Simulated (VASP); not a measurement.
Consider the following.

```
CoGa
1.0
    2.84179     0.00000     0.00000
    0.00000     2.84179     0.00000
    0.00000     0.00000     2.84179
Ga Co
1 1
Direct
  0.50000   0.50000   0.50000
  0.00000   0.00000   0.00000
```

Computed with r2SCAN meta-GGA, VASP's PBE PAW potentials (set 64) (plane waves; VASP). Numerical set-up: 480 eV cut-off, 12×12×12 Γ-centred mesh, first-order Methfessel-Paxton smearing of 0.10 eV, potentials Ga_d Co.

Energy and stress use the plane-wave basis of the starting cell.

The ions, cell shape and volume at an external pressure of 30.0 GPa are relaxed. Predict the relaxed structure.

```
CoGa
1.0
    2.73829     0.00000     0.00000
    0.00000     2.73829     0.00000
    0.00000     0.00000     2.73829
Ga Co
1 1
Direct
  0.50000   0.50000   0.50000
  0.00000   0.00000   0.00000
```
Space group Pm-3m (221), at a tolerance of 0.03 Å.

How do energy and volume change from the first to the last step?

The energy (σ→0) changes by +103.9 meV/atom and the volume by -10.5 %, in 7 ionic steps.

The compound is CoGa in the CsCl type structure. This run relaxes it under an external pressure of 30 GPa. Symmetry was kept, so distortions that lower it aren't found. The run is not spin-polarised, so no magnetic state was tried.
